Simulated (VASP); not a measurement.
Level of theory: LDA (Ceperley-Alder, Perdew-Zunger), VASP's LDA PAW potentials (set 64) (plane waves; VASP).

The input files of a VASP run:

KPOINTS:
```
Automatic mesh
0
Gamma
6 6 6
0 0 0
```

POSCAR:
```
Ca3PbO
4.7490110
  1.0000000000   0.0000000000   0.0000000000
  0.0000000000   1.0000000000   0.0000000000
  0.0000000000   0.0000000000   1.0000000000
Ca Pb O
3 1 1
Cart
  0.5000000000   0.0000000000   0.5000000000
  0.0000000000   0.5000000000   0.5000000000
  0.5000000000   0.5000000000   0.0000000000
  0.0000000000   0.0000000000   0.0000000000
  0.5000000000   0.5000000000   0.5000000000
```

### INCAR
```
SYSTEM = Ca3PbO
PREC = Accurate
ENCUT = 400
EDIFF = 1E-6
NELM = 100
ALGO = Normal
LREAL = .FALSE.
LASPH = .TRUE.
ISMEAR = 0
SIGMA = 0.1
LMAXMIX = 4
LWAVE = .FALSE.
LCHARG = .FALSE.
ISIF = 2
```

POTCAR, in this order: Ca_sv Pb_d O (LDA.64 set). Program: vasp_std.

At this cut-off the stress carries a Pulay error, which pulls relaxed volumes low. Unless said otherwise, spin-orbit coupling is left out, though it shifts the bands of the heavy elements here.

Problem. Predict the energy per atom (σ→0), pressure, band gap (on the k-mesh).

Solution. 
- energy per atom (σ→0) = -5.047 eV/atom
- band gap (on the k-mesh) = none (metal, semimetal or under 0.01 eV)
- pressure = -1.42 GPa

**OSZICAR**
```
...
DAV:   8    -0.252433934604E+02    0.60248E-01   -0.23542E-01  1462   0.313E+00    0.620E-01
DAV:   9    -0.252366543713E+02    0.67391E-02   -0.78099E-02  1830   0.121E+00    0.224E-01
DAV:  10    -0.252368533902E+02   -0.19902E-03   -0.11920E-02  1614   0.500E-01    0.735E-02
DAV:  11    -0.252372576129E+02   -0.40422E-03   -0.21562E-03  1610   0.215E-01    0.125E-01
DAV:  12    -0.252369325418E+02    0.32507E-03   -0.19586E-03  1676   0.167E-01    0.479E-03
DAV:  13    -0.252369442655E+02   -0.11724E-04   -0.11692E-04  1596   0.501E-02    0.201E-03
DAV:  14    -0.252369445565E+02   -0.29100E-06   -0.35723E-06  1426   0.778E-03
   1 F= -.25236945E+02 E0= -.25236328E+02  d E =-.123308E-02
```

The structure comes from a computed database's Ca3PbO entry (Pm-3m); how it stands against other phases isn't given here. The cell was not relaxed at this level, and its volume differs by -5.9 % from the start's.
